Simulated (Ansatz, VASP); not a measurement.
# Two plane-wave programs on HPbNO4

File INCAR:

```
PREC = Accurate ; ENCUT = 520
EDIFF = 1E-8 ; ISMEAR = -1
SIGMA = 0.05 ; LREAL = F
LASPH = T ; NELM = 60
ALGO = Fast ; ISIF = 2
LWAVE = F ; LCHARG = F
GGA = PE ; LEFG = T
KPAR = 4
```

The input KPOINTS:

```
regular mesh
0
Gamma
  8 6 6
```

POSCAR

```
HPbNO4
1.0
    4.2753100000     -0.0004000000      0.0063600000
   -2.0839900000      5.2077500000     -0.0490700000
   -2.1237700000     -1.8657400000      4.9149100000
H Pb N O
1 1 1 4
Direct
    0.9907300000      0.0333000000      0.9099400000
    0.5027400000      0.8198900000      0.1428700000
    0.0083800000      0.4740800000      0.5026500000
    0.9981600000      0.9274100000      0.0287700000
    0.1946700000      0.7343500000      0.6085200000
    0.8167300000      0.3588200000      0.2455600000
    0.0138100000      0.3312100000      0.6521700000
```

Contents of input.yaml:

```yaml
crystal:
  lattice:
    - [4.27531, -0.0004, 0.00636]
    - [-2.08399, 5.20775, -0.04907]
    - [-2.12377, -1.86574, 4.91491]
  atoms:
    - { symbol: H, position: [0.99073, 0.0333, 0.90994] }
    - { symbol: Pb, position: [0.50274, 0.81989, 0.14287] }
    - { symbol: "N", position: [0.00838, 0.47408, 0.50265] }
    - { symbol: O, position: [0.99816, 0.92741, 0.02877] }
    - { symbol: O, position: [0.19467, 0.73435, 0.60852] }
    - { symbol: O, position: [0.81673, 0.35882, 0.24556] }
    - { symbol: O, position: [0.01381, 0.33121, 0.65217] }
hamiltonian:
  xc: pbe
  pseudopotentials: { kind: paw }
kpoints:
  mp_grid: { grid: [8, 6, 6] }
scf:
  occupations: { method: fermi_dirac, width: 0.05 }
output:
  forces: true
  stress: true
  eigenvalues: true
  efg: {}
```

The cell was built by a generator and needn't be a form met in nature.

Alike in both runs: task electric field gradients; functional PBE; k mesh 8 × 6 × 6; occupations fermi-dirac, width 0.05 eV; no spin polarisation.

|  | VASP | Ansatz |
| --- | --- | --- |
| version | VASP 6.6.1 | Ansatz 0.2.0 |
| potentials or method | VASP PAW PBE potentials, release 64 (H, Pb_d, N, O) | Ansatz PAW |
| plane-wave cutoff (eV) | 520 | 420 |
| valence electrons in the cell | 44 | 44 |

Ansatz gave:

* gap on the k mesh at the Fermi level (eV): 2.82
* least direct gap on the mesh (eV): 3.16
* pressure (GPa): 0.0
* largest component of the traceless stress (GPa): 0.02
* rms of the force components (eV/Å): 0.001
* Vzz of the field gradient on the site that differs most (V/Å²): 324.9

Task: Estimate VASP's values.

Result: gap on the k mesh at the Fermi level (eV): 2.79; least direct gap on the mesh (eV): 3.13; pressure (GPa): 0.6; largest component of the traceless stress (GPa): 0.76; rms of the force components (eV/Å): 0.149; Vzz of the field gradient on the site that differs most (V/Å²): 293.2.

Atom by atom the forces differ by 0.149 eV/Å (rms over components). One of these differences is far larger than is usual between the two programs; its cause wasn't traced.

Caveats: spin-orbit coupling is left out, which as a rule narrows the gap of such compounds by several tenths of an eV; the pressure holds a Pulay correction of +0.6 GPa for the finite cutoff (Ansatz). PBE gaps usually lie below the measured ones, often by a third to a half. A k mesh can miss the band edges.
